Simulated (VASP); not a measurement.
Here is the system:

```xyz
4
Lattice="1.5372 -2.6359 0.0000 1.5372 2.6359 0.0000 0.0000 0.0000 4.9966" Properties=species:S:1:pos:R:3 pbc="T T T"
Si     1.5372    -0.8804     2.4950
Si     1.5372     0.8804     4.9933
C      1.5372    -0.8818     4.3753
C      1.5372     0.8818     1.8770
```

Computed with r2SCAN meta-GGA, VASP's PBE PAW potentials (set 64) (plane waves; VASP). Run with 600 eV cut-off, 8×8×4 Γ-centred mesh, Gaussian smearing of 0.050 eV, potentials Si C.

Question: What does the run give for the energy per atom (σ→0), pressure?

Answer: 
| Quantity | Value |
|---|---|
| energy per atom (σ→0) | -9656 meV/atom |
| pressure | 4.58 GPa |

Only differences to runs with the same potentials and settings are physical.

The compound is SiC in the wurtzite structure, the rare 2H polytype. This cell was strained or had an atom moved on purpose. Symmetry was kept, so distortions that lower it aren't found.
